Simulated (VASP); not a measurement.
Given:

```yaml
crystal:
  lattice:
    - [4.80128, 0.00000, 0.00000]
    - [0.00000, 4.80128, 0.00000]
    - [0.00000, 0.00000, 3.18723]
  atoms:
    - { symbol: Zn, position: [0.00000, 0.00000, 0.00000] }
    - { symbol: Zn, position: [0.50000, 0.50000, 0.50000] }
    - { symbol: F, position: [0.30417, 0.30417, 0.00000] }
    - { symbol: F, position: [0.80417, 0.19583, 0.50000] }
    - { symbol: F, position: [0.19583, 0.80417, 0.50000] }
    - { symbol: F, position: [0.69583, 0.69583, 0.00000] }
```

Level of theory: PBE GGA, VASP's PBE PAW potentials (set 64) (plane waves; VASP). Run with 520 eV cut-off, 5×5×7 Γ-centred mesh, Gaussian smearing of 0.050 eV, potentials Zn F.

Problem. What does the run give for the energy per atom (σ→0), band gap (on the k-mesh) with the smallest direct gap where there is one?

Solution. 
```
Quantity                                     Result
-----------------------------------  --------------
band gap (on the k-mesh)                    3.43 eV
smallest direct gap (on the k-mesh)         3.43 eV
energy per atom (σ→0)                -3874 meV/atom
```

Total energies compare only between runs with the same potentials, cut-off and functional.

The compound is ZnF2 in the rutile structure. It was relaxed first, which changed the volume by +6 %.
